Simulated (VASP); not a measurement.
CuZn (CsCl type): the formation energy from VASP (plane waves, PAW) at several levels of theory. The references are the elements' solids at the same level; no temperature or zero-point terms are added.

```tsv
level	formation energy (eV/atom)	error against measurement (eV/atom)
LDA	-0.099	+0.02
PBE	-0.086	+0.04
PBEsol	-0.095	+0.03
r2SCAN	-0.109	+0.02
```

Measured: -0.124 eV/atom (as given by Niraj K. Nepal et al., Physical Review B (2020), arXiv:2007.11150).

The cell of the LDA run:

Space group Pm-3m (No. 221); a = 2.876 Å, b = 2.876 Å, c = 2.876 Å, α = 90.00°, β = 90.00°, γ = 90.00°

```csv
atom,site,symmetry,x,y,z
Zn,1b,m-3m,0.5000,0.5000,0.5000
Cu,1a,m-3m,0.0000,0.0000,0.0000
```

Only levels that ran to the end are used. Left out are those held back, those with too coarse a band path, GW runs whose mesh misses a band edge, hybrids' fits of cells that aren't cubic and levels without matching references; a question may draw on a part of the rest.
